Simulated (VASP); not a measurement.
Method: PBEsol GGA, VASP's PBE PAW potentials (set 64) (plane waves; VASP).

A VASP calculation is set up with these files.

**POSCAR**
```
Pb
1
    0.0492849814     2.4642490688     2.4642490688
    2.4642490688     0.0492849814     2.4642490688
    2.5135340502     2.5135340502     0.0000000000
Pb
1
Direct
  0.0000000000   0.0000000000   0.0000000000
```

**KPOINTS**
```
Automatic mesh
0
Gamma
12 12 12
0 0 0
```

INCAR:
```
! general
SYSTEM =Pb
PREC   =Accurate
ENCUT  =480
LREAL  =.False.
LASPH  =.True.

! electronic loop
EDIFF  =1E-7
NELM   =100
ALGO   =Normal
LMAXMIX=4

! smearing
ISMEAR =1
SIGMA  =0.1

! functional
GGA    =PS

! ions
ISIF   =2

! output
LWAVE  =.False.
LCHARG =.False.
```

POTCAR, in this order: Pb_d (PBE.64 set). Program: vasp_std.

The run wrote:

### OSZICAR
```
       N       E                     dE             d eps       ncg     rms          rms(c)
DAV:   1     0.998734281351E+02    0.99873E+02   -0.71247E+03  6211   0.141E+03
DAV:   2     0.450188392085E+00   -0.99423E+02   -0.97411E+02  6319   0.318E+02
DAV:   3    -0.390009879961E+01   -0.43503E+01   -0.43243E+01  7292   0.786E+01
DAV:   4    -0.399826874522E+01   -0.98170E-01   -0.98092E-01  7422   0.129E+01
DAV:   5    -0.400247820924E+01   -0.42095E-02   -0.42093E-02  7778   0.242E+00    0.590E-01
DAV:   6    -0.398887075926E+01    0.13607E-01   -0.20743E-02  7460   0.281E+00    0.275E-01
DAV:   7    -0.398549615115E+01    0.33746E-02   -0.83306E-03  7333   0.166E+00    0.881E-02
DAV:   8    -0.398527516598E+01    0.22099E-03   -0.37052E-04  8987   0.392E-01    0.993E-03
DAV:   9    -0.398527223809E+01    0.29279E-05   -0.91135E-06  7459   0.623E-02    0.431E-03
DAV:  10    -0.398527213893E+01    0.99162E-07   -0.55796E-07  7040   0.978E-03
   1 F= -.39852721E+01 E0= -.39852846E+01  d E =0.374059E-04
```

**OUTCAR**
```
------------------------ aborting loop because EDIFF is reached ----------------------------------------
  FORCE on cell =-STRESS in cart. coord.  units (eV):
  Direction    XX          YY          ZZ          XY          YZ          ZX
  --------------------------------------------------------------------------------------
  Total        0.1007015      0.1007015      0.0407647      0.0294747      0.0000000      0.0000000
  in kB        5.3930756      5.3930756      2.1831580      1.5785217      0.0000000      0.0000000
  external PRESSURE =       4.3231031 kB  Pullay stress =       0.0000000 kB
  volume of cell :       29.92
      direct lattice vectors                 reciprocal lattice vectors
     0.049284981  2.464249069  2.464249069    -0.207042416  0.207042416  0.202901568
     2.464249069  0.049284981  2.464249069     0.207042416 -0.207042416  0.202901568
     2.513534050  2.513534050  0.000000000     0.198923106  0.198923106 -0.202901568
 POSITION                                       TOTAL-FORCE (eV/Angst)
 -----------------------------------------------------------------------------------
      0.00000      0.00000      0.00000        -0.000000      0.000000      0.000000
 -----------------------------------------------------------------------------------
    total drift:                               -0.000000     -0.000000     -0.000000
  FREE ENERGIE OF THE ION-ELECTRON SYSTEM (eV)
  ---------------------------------------------------
  free  energy   TOTEN  =        -3.9852721389 eV

  energy  without entropy=       -3.9853095448  energy(sigma->0) =       -3.98528461
```
(Selected blocks of OUTCAR.)

The compound is Pb in the fcc structure. This cell was strained or had an atom moved on purpose.
